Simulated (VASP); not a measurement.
Given:

```xyz
3
Lattice="1.8360 -3.2206 0.0000 1.8360 3.2206 0.0000 0.0000 0.0000 5.9576" Properties=species:S:1:pos:R:3 pbc="T T T"
Zr     0.0000     0.0000     0.0000
S      1.8360     1.0735     1.4894
S      1.8848    -1.0735     4.4682
```

These are PW91 GGA, VASP's PBE PAW potentials (set 64) (plane waves; VASP 6.6.1) values and carry that method's errors. Settings: 400 eV cut-off, 6×6×4 Γ-centred mesh, Gaussian smearing of 0.050 eV, potentials Zr_sv S.

Question: Estimate the energy per atom (σ→0), pressure, largest force.

Answer: 
| Quantity | Value |
|---|---|
| energy per atom (σ→0) | -7.142 eV/atom |
| pressure | -2.17 GPa |
| largest force | 0.563 eV/Å |

The compound is ZrS2 in the 1T layered structure. The cell was not relaxed at this level, atoms are displaced from their ideal sites. The run is one of a series of settings (GGA = 91 against the base run), some of them coarse on purpose.
